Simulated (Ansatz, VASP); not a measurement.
**GeW in VASP and in Ansatz**

File INCAR:

```
SYSTEM = GeW
  PREC = Accurate
  ENCUT = 520
  EDIFF = 1E-7
  ISMEAR = -1
  SIGMA = 0.05
  LREAL = .False.
  LASPH = .True.
  NELM = 60
  ALGO = Normal
  ISIF = 2
  LWAVE = .False.
  LCHARG = .False.
  GGA = PE
  NBANDS = 21
```

Contents of KPOINTS:

```
Automatic mesh
0
Gamma
  9 9 9
  0 0 0
```

The input POSCAR:

```
GeW
1.0
    0.0000000000      2.5249909497      2.5249909497
    2.5249909497      0.0000000000      2.5249909497
    2.5249909497      2.5249909497      0.0000000000
Ge W
1 1
Direct
    0.5000000000      0.5000000000      0.5000000000
    0.0000000000      0.0000000000      0.0000000000
```

input.yaml

```yaml
crystal:
  lattice:
    - [0.0, 2.5249909497, 2.5249909497]
    - [2.5249909497, 0.0, 2.5249909497]
    - [2.5249909497, 2.5249909497, 0.0]
  atoms:
    - { symbol: Ge, position: [0.5, 0.5, 0.5] }
    - { symbol: W, position: [0.0, 0.0, 0.0] }
hamiltonian:
  xc: pbe
  pseudopotentials: { kind: paw }
kpoints:
  mp_grid: { grid: [9, 9, 9] }
scf:
  occupations: { method: fermi_dirac, width: 0.05 }
output:
  forces: true
  stress: true
  eigenvalues: true
```

The cell was built by a generator and needn't be a form met in nature.

Alike in both runs: task single point; functional PBE; k mesh 9 × 9 × 9; occupations fermi-dirac, width 0.05 eV; no spin polarisation.

|  | VASP | Ansatz |
| --- | --- | --- |
| version | VASP 6.6.1 | Ansatz 0.2.0 |
| potentials or method | VASP PAW PBE potentials, release 64 (Ge_d, W_sv) | Ansatz PAW |
| plane-wave cutoff (eV) | 520 | 420 |
| valence electrons in the cell | 28 | 28 |

Ansatz gave:

```
gap on the k mesh at the Fermi level (eV) : none
pressure (GPa)                            : 12.5
```

What did VASP give for the same quantities?

gap on the k mesh at the Fermi level (eV): none; pressure (GPa): 12.8.

A gap of «none» marks a metal or a gap that the smearing closes. With one functional, cell and mesh, what is left measures potentials, basis and numerics.

The runs have no spin-orbit coupling, so splittings on W are missing.
